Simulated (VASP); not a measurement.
# Si2WC3 (Cmmm) in VASP: further runs

One crystal, Si2WC3, is run at these levels: PBE; tasks: relaxation of cell and atoms.

All numbers are computed with VASP 6.6.1; they aren't measurements. Logs are shortened: lines on timing, memory, paths and dates and some standing lists are left out, and cuts for length are marked.

## (1) The structure

The structure is orthorhombic, space group Cmmm (No. 65). Conventional cell: a = 5.909 Å, b = 5.929 Å, c = 5.877 Å, α = 90.00°, β = 90.00°, γ = 90.00°. Si (site symmetry mm2) has 1 W at 1.96 Å and 1 Si at 1.96 Å as nearest neighbours. Around W (site symmetry mmm) lie 2 Si at 1.96 Å and 2 C at 2.18 Å. Around C (site symmetry m2m) lie 1 C at 1.57 Å. Around C (site symmetry mmm) lie 4 C at 3.04 Å and 8 Si at 3.11 to 3.12 Å.

The cell was built by a generator and needn't be a form met in nature.

## (2) Relaxation of cell and atoms, PBE

The input, INCAR:

```
SYSTEM = Si2WC3
PREC = Normal
ENCUT = 520
EDIFF = 1E-4
ISMEAR = 0
SIGMA = 0.15
LREAL = .False.
LASPH = .True.
NELM = 60
ALGO = Fast
ISIF = 3
LWAVE = .False.
LCHARG = .False.
GGA = PE
IBRION = 2
NSW = 24
EDIFFG = -0.08
```

The input, KPOINTS:

```
regular mesh
0
Gamma
  4 4 3
  0 0 0
```

The input, POSCAR:

```
Si2WC3
1.0
    2.9543655700     -2.9646913900      0.0000000000
    2.9543655700      2.9646913900      0.0000000000
    0.0000000000      0.0000000000      5.8771528400
Si W C
2 1 3
Direct
    0.0000000000      0.0000000000      0.8330535900
    0.0000000000      0.0000000000      0.1669464100
    0.0000000000      0.0000000000      0.5000000000
    0.3679702400      0.6320297600      0.5000000000
    0.6320297600      0.3679702400      0.5000000000
    0.5000000000      0.5000000000      0.0000000000
```

Potentials or basis: VASP PAW PBE potentials, release 64 (Si, W_sv, C).

On the command line:

```bash
> cat potpaw_PBE.64/Si/POTCAR potpaw_PBE.64/W_sv/POTCAR potpaw_PBE.64/C/POTCAR > POTCAR
> mpirun -np 1 vasp_std > vasp.out
```

OUTCAR:

```text
SYSTEM = Si2WC3
   PREC = Normal
   ENCUT = 520
   EDIFF = 1E-4
   ISMEAR = 0
   LREAL = .False.
   LASPH = .True.
   NELM = 60
   ISIF = 3
   GGA = PE
   IBRION = 2
   NSW = 24
   EDIFFG = -0.08

 ion  position               nearest neighbor table
   1  0.000  0.000  0.833-   3 1.96   2 1.96
   2  0.000  0.000  0.167-   3 1.96   1 1.96
   3  0.000  0.000  0.500-   1 1.96   2 1.96   4 2.18   5 2.18
   4  0.368  0.632  0.500-   5 1.57   3 2.18
   5  0.632  0.368  0.500-   4 1.57   3 2.18
   6  0.500  0.500  0.000-

  LATTYP: Found a base centered orthorhombic cell.
 ALAT       =     5.9087311400
 B/A-ratio  =     1.0034951057
 C/A-ratio  =     0.9946556546

  Lattice vectors:

 A1 = (   2.9543655700,  -2.9646913900,   0.0000000000)
 A2 = (   2.9543655700,   2.9646913900,   0.0000000000)
 A3 = (   0.0000000000,   0.0000000000,   5.8771528400)

Analysis of symmetry for initial positions (statically):
=====================================================================
 Subroutine PRICEL returns:
 Original cell was already a primitive cell.

 Routine SETGRP: Setting up the symmetry group for a
 base centered orthorhombic supercell.

 Subroutine GETGRP returns: Found  8 space group operations
 (whereof  8 operations were pure point group operations)
 out of a pool of  8 trial point group operations.

The static configuration has the point symmetry D_2h.

Analysis of symmetry for dynamics (positions and initial velocities):
=====================================================================
 Subroutine PRICEL returns:
 Original cell was already a primitive cell.

 Routine SETGRP: Setting up the symmetry group for a
 base centered orthorhombic supercell.

 Subroutine GETGRP returns: Found  8 space group operations
 (whereof  8 operations were pure point group operations)
 out of a pool of  8 trial point group operations.

The dynamic configuration has the point symmetry D_2h.

 Subroutine INISYM returns: Found  8 space group operations
 (whereof  8 operations are pure point group operations),
 and found     1 'primitive' translations

----------------------------------------------------------------------------------------

                                     Primitive cell

  volume of cell :     102.9534

  direct lattice vectors                    reciprocal lattice vectors
     2.954365570 -2.964691390  0.000000000     0.169241073 -0.168651618  0.000000000
     2.954365570  2.964691390  0.000000000     0.169241073  0.168651618  0.000000000
     0.000000000  0.000000000  5.877152840     0.000000000  0.000000000  0.170150416

  length of vectors
     4.185411683  4.185411683  5.877152840     0.238926577  0.238926577  0.170150416

  position of ions in fractional coordinates (direct lattice)
     0.000000000  0.000000000  0.833053590
     0.000000000  0.000000000  0.166946410
     0.000000000  0.000000000  0.500000000
     0.367970240  0.632029760  0.500000000
     0.632029760  0.367970240  0.500000000
     0.500000000  0.500000000  0.000000000

  ion indices of the primitive-cell ions
   primitive index   ion index
                 1           1
                 2           2
                 3           3
                 4           4
                 5           5
                 6           6

----------------------------------------------------------------------------------------

 KPOINTS: regular mesh

Automatic generation of k-mesh.
 Grid dimensions read from file:
 generate k-points for:    4    4    3

 Generating k-lattice:

  Cartesian coordinates                     Fractional coordinates (reciprocal lattice)
     0.042310268 -0.042162905  0.000000000     0.250000000 -0.000000000  0.000000000
     0.042310268  0.042162905  0.000000000    -0.000000000  0.250000000  0.000000000
     0.000000000  0.000000000  0.056716805     0.000000000  0.000000000  0.333333333

  Length of vectors
     0.059731644  0.059731644  0.056716805

  Shift w.r.t. Gamma in fractional coordinates (k-lattice)
     0.000000000  0.000000000  0.000000000

 Subroutine IBZKPT returns following result:
 ===========================================

 Found     14 irreducible k-points:

 Following reciprocal coordinates:
            Coordinates               Weight
  0.000000  0.000000  0.000000      1.000000
  0.250000  0.000000  0.000000      4.000000
  0.500000  0.000000  0.000000      2.000000
  0.250000  0.250000  0.000000      2.000000
  0.500000  0.250000  0.000000      4.000000
 -0.250000  0.250000  0.000000      2.000000
  0.500000  0.500000  0.000000      1.000000
  0.000000  0.000000  0.333333      2.000000
  0.250000  0.000000  0.333333      8.000000
  0.500000  0.000000  0.333333      4.000000
  0.250000  0.250000  0.333333      4.000000
  0.500000  0.250000  0.333333      8.000000
 -0.250000  0.250000  0.333333      4.000000
  0.500000  0.500000  0.333333      2.000000
   k-points           NKPTS =     14   k-points in BZ     NKDIM =     14   number of bands    NBANDS=     21
   number of dos      NEDOS =    301   number of ions     NIONS =      6
   total plane-waves  NPLWV =  20736
   dimension x,y,z NGX =    24 NGY =   24 NGZ =   36
   dimension x,y,z NGXF=    48 NGYF=   48 NGZF=   72
   ions per type =               2   1   3
   NGX,Y,Z   is equivalent  to a cutoff of   9.53,  9.53, 10.18 a.u.
   NGXF,Y,Z  is equivalent  to a cutoff of  19.07, 19.07, 20.37 a.u.
 SYSTEM =  Si2WC3
   PREC   = normal    normal or accurate (medium, high low for compatibility)
   ISTART =      0    job   : 0-new  1-cont  2-samecut
   ICHARG =      2    charge: 1-file 2-atom 10-const
   ISPIN  =      1    spin polarized calculation?
   LNONCOLLINEAR =      F non collinear calculations
   LSORBIT =      F    spin-orbit coupling
   LASPH  =      T    aspherical Exc in radial PAW
   ENCUT  =  520.0 eV  38.22 Ry    6.18 a.u.   7.78  7.78 10.93*2*pi/ulx,y,z
   NELM   =     60;   NELMIN=  2; NELMDL= -5     # of ELM steps
   EDIFF  = 0.1E-03   stopping-criterion for ELM
   LREAL  =      F    real-space projection
   EDIFFG = -.8E-01   stopping-criterion for IOM
   NSW    =     24    number of steps for IOM
   IBRION =      2    ionic relax: 0-MD 1-quasi-New 2-CG
   NFREE  =      1    steps in history (QN), initial steepest desc. (CG)
   ISIF   =      3    stress and relaxation
   ISYM   =      2    0-nonsym 1-usesym 2-fastsym
   POTIM  = 0.5000    time-step for ionic-motion
   TEBEG  =    0.0;   TEEND  =   0.0 temperature during run
   PSTRESS=    0.0 pullay stress
   NELECT =      34.0000    total number of electrons
   NUPDOWN=      -1.0000    fix difference up-down
   EMIN   =  10.00;   EMAX   =-10.00  energy-range for DOS
   EFERMI =   0.00;   METHOD = LEGACY
   ISMEAR =     0;   SIGMA  =   0.15  broadening in eV -4-tet -1-fermi 0-gaus
   EFERMI_NEDOS =   21; number of points for ismear=-14 and -15
   IALGO  =     68    algorithm
   IMIX   =      4    mixing-type and parameters
     AMIX     =   0.40;   BMIX     =  1.00
     AMIX_MAG =   1.60;   BMIX_MAG =  1.00
  volume/ion in A,a.u.               =      17.16       115.79
  Fermi-wavevector in a.u.,A,eV,Ry     =   1.131586  2.138387 17.422082  1.280487
  Thomas-Fermi vector in A             =   2.268285
   LORBIT       =      0    0 simple, 1 ext, 2 COOP (PROOUT), +10 PAW based schemes
   GGA     = PE    functional components
   LHFCALC =     F    Hartree Fock is set to
   AEXX    =    0.0000 exact exchange contribution
   IVDW    =     0    specifies the selected vdW correction
   LEPSILON=     F    determine dielectric tensor
   LRPA    =     F    only Hartree local field effects (RPA)
 conjugate gradient relaxation of ions
 non-spin polarized calculation
 RMM-DIIS sequential band-by-band and
 Gauss-broadening in eV      SIGMA  =   0.15
  energy-cutoff  :      520.00
  volume of cell :      102.95
 maximum number of plane-waves:      2784
   NGX = 15   NGY = 15   NGZ = 21

--------------------------------------- Ionic step        1  -------------------------------------------

 number of electron      33.9999989 magnetization

 Free energy of the ion-electron system (eV)
  ---------------------------------------------------
  ext. energy  EPLUGINS =         0.00000000
  ---------------------------------------------------
  free energy    TOTEN  =       -31.31989543 eV

  energy without entropy =      -31.28411725  energy(sigma->0) =      -31.30200634

------------------------ aborting loop because EDIFF is reached ----------------------------------------

  FORCE on cell =-STRESS in cart. coord.  units (eV):
  Direction    XX          YY          ZZ          XY          YZ          ZX
  --------------------------------------------------------------------------------------
  -------------------------------------------------------------------------------------
  Total      -11.2884642    -25.1709006     57.4466005      0.0000000      0.0000000      0.0000000
  in kB     -175.6728854   -391.7135833    893.9931880      0.0000000      0.0000000      0.0000000
  external PRESSURE =     108.8689064 kB  Pullay stress =       0.0000000 kB
[... 67 lines left out ...]
--------------------------------------- Ionic step        3  -------------------------------------------

 number of electron      33.9999985 magnetization

 E-fermi :   3.4516     XC(G=0):  -9.5979

 val. band max:        3.4078641177   @ k =  -0.2500   0.2500   0.3333
 cond. band min:       3.5374138129   @ k =   0.5000   0.0000   0.0000
 fundamental gap:      0.1295496952
 Fermi energy:         3.4515943333

 k-point     1 :       0.0000    0.0000    0.0000
  band No.  band energies     occupation
      1     -70.9430      2.00000
      2     -35.3093      2.00000
      3     -35.0949      2.00000
      4     -34.8937      2.00000
      5     -10.9985      2.00000
      6      -7.3319      2.00000
[... 358 lines left out ...]
  FREE ENERGIE OF THE ION-ELECTRON SYSTEM (eV)
  ---------------------------------------------------
  free  energy   TOTEN  =       -38.6282388242 eV

  energy  without entropy=      -38.5839912441  energy(sigma->0) =      -38.60611503

 E-fermi :   4.1199     XC(G=0):  -9.8536

 val. band max:        4.1097632429   @ k =   0.5000   0.2500   0.0000
 cond. band min:       4.1811971660   @ k =   0.2500   0.2500   0.0000
 fundamental gap:      0.0714339231
 Fermi energy:         4.1198975564

 k-point     1 :       0.0000    0.0000    0.0000
  band No.  band energies     occupation
      1     -70.1221      2.00000
      2     -34.5291      2.00000
      3     -34.4431      2.00000
      4     -34.1245      2.00000
      5     -10.8539      2.00000
      6      -6.6068      2.00000
[... 325 lines left out ...]
     20       5.2807      0.00000
     21       5.6847      0.00000

[... ionic steps 4 to 19 ...]

--------------------------------------- Ionic step       20  -------------------------------------------

 number of electron      33.9999989 magnetization

------------------------ aborting loop because EDIFF is reached ----------------------------------------
[... 75 lines left out ...]
--------------------------------------- Ionic step       22  -------------------------------------------

 number of electron      33.9999990 magnetization

 Free energy of the ion-electron system (eV)
  ---------------------------------------------------
  ext. energy  EPLUGINS =         0.00000000
  ---------------------------------------------------
  free energy    TOTEN  =       -43.06500889 eV

  energy without entropy =      -43.01686928  energy(sigma->0) =      -43.04093909

 E-fermi :   6.5534     XC(G=0): -10.8822

 val. band max:        6.5192873525   @ k =   0.2500   0.0000   0.3333
 cond. band min:       6.5650823549   @ k =   0.5000   0.0000   0.0000
 fundamental gap:      0.0457950023
 Fermi energy:         6.5533741353

 k-point     1 :       0.0000    0.0000    0.0000
  band No.  band energies     occupation
      1     -67.6345      2.00000
      2     -32.1978      2.00000
      3     -31.8046      2.00000
      4     -31.7469      2.00000
      5     -10.2910      2.00000
      6      -6.1249      2.00000
[... 358 lines left out ...]
  FREE ENERGIE OF THE ION-ELECTRON SYSTEM (eV)
  ---------------------------------------------------
  free  energy   TOTEN  =       -43.0650088916 eV

  energy  without entropy=      -43.0168692828  energy(sigma->0) =      -43.04093909

 reached required accuracy - stopping structural energy minimisation
```

It took 2 min on 1 thread of Intel Xeon 6975P-C (Granite Rapids), shared host; peak memory 0.19 GiB.

What came out:

- Free energy: -43.0650 eV
- Relaxed volume: 13.63 Å³/atom
- Relaxed cell: a = 3.435 Å, b = 3.435 Å, c = 7.230 Å, α = 90.00°, β = 90.00°, γ = 106.61°
- Space group after relaxing (to 0.05 Å): Cmmm (No. 65)
- Energy gained by relaxing: 1957.5 meV/atom
- Ionic steps: 22
- Pressure after relaxing: 0.2 GPa
- Largest force after relaxing: 0.068 eV/Å
- Band gap on the k mesh: none (metal or under the smearing width)

Forces on the atoms (eV/Å):
```
Si   0.000  0.000 -0.003
Si   0.000  0.000  0.003
W    0.000  0.000  0.000
C    0.000 -0.068  0.000
C    0.000  0.068  0.000
C    0.000  0.000  0.000
```

The path:
| step | energy change (eV) | largest force (eV/Å) | pressure (GPa) | volume (Å³) |
| --- | --- | --- | --- | --- |
| 1 | 0.0000 | 5.3637 | 10.89 | 102.95 |
| 2 | 7.9610 | 102.3006 | 38.15 | 109.15 |
| 3 | -7.3083 | 5.9300 | -6.95 | 108.57 |
| 4 | -8.1347 | 4.8296 | -3.20 | 98.70 |
| 5 | -8.6779 | 1.2158 | -8.54 | 103.19 |
| 6 | -10.2949 | 2.3423 | -2.77 | 89.38 |
| 7 | -9.9871 | 8.6302 | 31.41 | 72.60 |
| 8 | -10.8395 | 3.6926 | 3.24 | 83.41 |
| 9 | -10.9194 | 4.8850 | 8.46 | 80.23 |
| 10 | -11.1888 | 3.1548 | 11.48 | 77.02 |
| 11 | -11.2097 | 3.2556 | 10.23 | 77.70 |
| 12 | -11.4585 | 2.5585 | 5.68 | 79.32 |
| 13 | -11.6832 | 1.4221 | -4.22 | 83.67 |
| 14 | -11.6872 | 1.2837 | -3.30 | 83.15 |
| 15 | -11.7284 | 0.3419 | -1.74 | 82.77 |
| 16 | -11.7288 | 0.5309 | -1.54 | 82.73 |
| 17 | -11.7402 | 0.1985 | -0.86 | 82.29 |
| 18 | -11.7433 | 0.1627 | -0.15 | 81.88 |
| 19 | -11.7433 | 0.1480 | -0.12 | 81.90 |
| 20 | -11.7446 | 0.0940 | 0.04 | 81.80 |
| 21 | -11.7448 | 0.1265 | 0.25 | 81.73 |
| 22 | -11.7451 | 0.0681 | 0.24 | 81.75 |

Final structure:
```
CELL_PARAMETERS angstrom
2.05264 -2.75446 0.00000
2.05264 2.75446 0.00000
0.00000 0.00000 7.22952
ATOMIC_POSITIONS crystal
Si 0.00000 0.00000 0.84728
Si 0.00000 0.00000 0.15272
W 0.00000 0.00000 0.50000
C 0.38045 0.61955 0.50000
C 0.61955 0.38045 0.50000
C 0.50000 0.50000 0.00000
```

Levels at points of the mesh, in eV from the Fermi level:
```tsv
k point	band 15	band 16	band 17	band 18	band 19	band 20
(0.00, 0.00, 0.00)	-2.43	-0.61	-0.10	0.64	1.12	2.85
(0.50, 0.00, 0.00)	-0.41	-0.35	0.01	0.84	2.14	2.83
(0.50, 0.50, 0.00)	-3.15	-3.06	-1.90	-0.08	0.16	1.32
```

Caveat: the k mesh is coarse (spacing up to 0.38 Å⁻¹), so the values aren't converged; the volume moved by over 15 % at a fixed basis, so the end points are rough; the relaxation stopped at a loose force limit of 0.08 eV/Å, so its end isn't a converged minimum. Spin-orbit coupling is left out, which matters for the levels of W.

## (3) Relaxation of cell and atoms, PBE

This run uses another cell than the first one, of 13.71 Å³/atom, 0.799 times its volume.

INCAR is that of step 2.

The input, KPOINTS:

```
regular mesh
0
Gamma
  6 6 2
  0 0 0
```

The input, POSCAR:

```
Si2WC3
1.0
    3.0063893000      0.0000000000      0.0000000000
    0.0000000000      3.0063893000      0.0000000000
    0.0000000000      0.0000000000      9.1022503700
Si W C
2 1 3
Direct
    0.5000000000      0.5000000000      0.3248246900
    0.5000000000      0.5000000000      0.6751753100
    0.5000000000      0.5000000000      0.0000000000
    0.0000000000      0.0000000000      0.8390681100
    0.0000000000      0.0000000000      0.1609318900
    0.0000000000      0.0000000000      0.5000000000
```

Potentials or basis: VASP PAW PBE potentials, release 64 (Si, W_sv, C).

On the command line:

```bash
> cat potpaw_PBE.64/Si/POTCAR potpaw_PBE.64/W_sv/POTCAR potpaw_PBE.64/C/POTCAR > POTCAR
> mpirun -np 1 vasp_std > vasp.out
```

It took 2.2 min on 1 thread of Intel Xeon 6975P-C (Granite Rapids), shared host; peak memory 0.18 GiB.

Results (log left out):

```
Free energy                            : -43.6999 eV
Relaxed volume                         : 10.87 Å³/atom
Relaxed cell                           : a = 2.930 Å, b = 2.930 Å, c = 7.592 Å, α = 90.00°, β = 90.00°, γ = 90.00°
Space group after relaxing (to 0.05 Å) : P4/mmm (No. 123)
Energy gained by relaxing              : 787.6 meV/atom
Ionic steps                            : 24
Pressure after relaxing                : -0.7 GPa
Largest force after relaxing           : 0.021 eV/Å
Band gap on the k mesh                 : none (metal or under the smearing width)
```

Forces in eV/Å, atoms in the order of the input:
```
Si   0.000  0.000  0.001
Si   0.000  0.000 -0.001
W    0.000  0.000  0.000
C    0.000  0.000  0.021
C    0.000  0.000 -0.021
C    0.000  0.000  0.000
```

Stress tensor (GPa, compression positive):
```
-0.88  0.00  0.00
 0.00 -0.88  0.00
 0.00  0.00 -0.27
```

The path:
| step | energy change (eV) | largest force (eV/Å) | pressure (GPa) | volume (Å³) |
| --- | --- | --- | --- | --- |
| 1 | 0.0000 | 1.9115 | -35.55 | 82.27 |
| 2 | -2.5491 | 1.7305 | 51.50 | 51.07 |
| 3 | -3.7236 | 0.4230 | -0.25 | 59.60 |
| 4 | -3.7252 | 0.4635 | 1.18 | 59.19 |
| 5 | -3.8595 | 0.9367 | 1.96 | 59.19 |
| 6 | -3.9359 | 1.7039 | 2.61 | 59.12 |
| 7 | -3.9933 | 1.5049 | 1.96 | 59.34 |
| 8 | -4.0533 | 0.9962 | 0.87 | 59.94 |
| 9 | -4.1489 | 0.9812 | 0.51 | 60.20 |
| 10 | -4.2441 | 0.9442 | 0.09 | 60.72 |
| 11 | -4.2509 | 0.9473 | 0.65 | 60.88 |
| 12 | -4.3088 | 0.7922 | 0.37 | 61.09 |
| 13 | -4.3510 | 0.5995 | 0.84 | 61.43 |
| 14 | -4.3533 | 0.5512 | 1.34 | 61.52 |
| 15 | -4.4071 | 0.4627 | 0.86 | 62.11 |
| 16 | -4.5369 | 0.9044 | -0.34 | 63.54 |
| 17 | -4.5074 | 2.9558 | 2.38 | 66.42 |
| 18 | -4.6449 | 0.9199 | -0.71 | 64.33 |
| 19 | -4.6973 | 0.7474 | -0.10 | 65.37 |
| 20 | -4.7022 | 0.7540 | -0.56 | 65.09 |
| 21 | -4.7116 | 0.4783 | 1.49 | 64.92 |
| 22 | -4.7223 | 0.2345 | 0.57 | 65.00 |
| 23 | -4.7242 | 0.1536 | -1.07 | 65.33 |
| 24 | -4.7256 | 0.0207 | -0.68 | 65.20 |

Final structure:
```xyz
6
Lattice="2.9305 0.0000 0.0000 0.0000 2.9305 0.0000 0.0000 0.0000 7.5923" Properties=species:S:1:pos:R:3 pbc="T T T"
Si    1.4652    1.4652    2.6340
Si    1.4652    1.4652    4.9583
W     1.4652    1.4652    0.0000
C     2.9305    0.0000    6.8293
C     0.0000    0.0000    0.7630
C     0.0000    0.0000    3.7962
```

Levels at points of the mesh, in eV from the Fermi level:
```csv
k point,band 14,band 15,band 16,band 17,band 18,band 19,band 20,band 21
"(0.00, 0.00, 0.00)",-2.19,-1.42,-1.42,-0.88,0.65,1.24,1.29,2.11
"(0.50, 0.00, 0.00)",-4.17,-0.40,0.35,0.53,2.23,2.49,2.54,3.72
"(0.50, 0.50, 0.00)",-5.17,-2.85,-2.73,-2.38,-1.32,-0.02,-0.02,3.67
"(0.00, 0.00, 0.50)",-2.32,-2.18,-1.31,-1.31,0.30,0.65,0.91,3.84
"(0.50, 0.00, 0.50)",-1.70,-0.35,0.32,0.51,1.18,2.08,2.30,3.17
"(0.50, 0.50, 0.50)",-5.35,-4.44,-3.45,-0.38,-0.38,-0.25,-0.07,2.14
```

Caveat: the volume moved by over 15 % at a fixed basis, so the end points are rough; the relaxation stopped at a loose force limit of 0.08 eV/Å, so its end isn't a converged minimum.
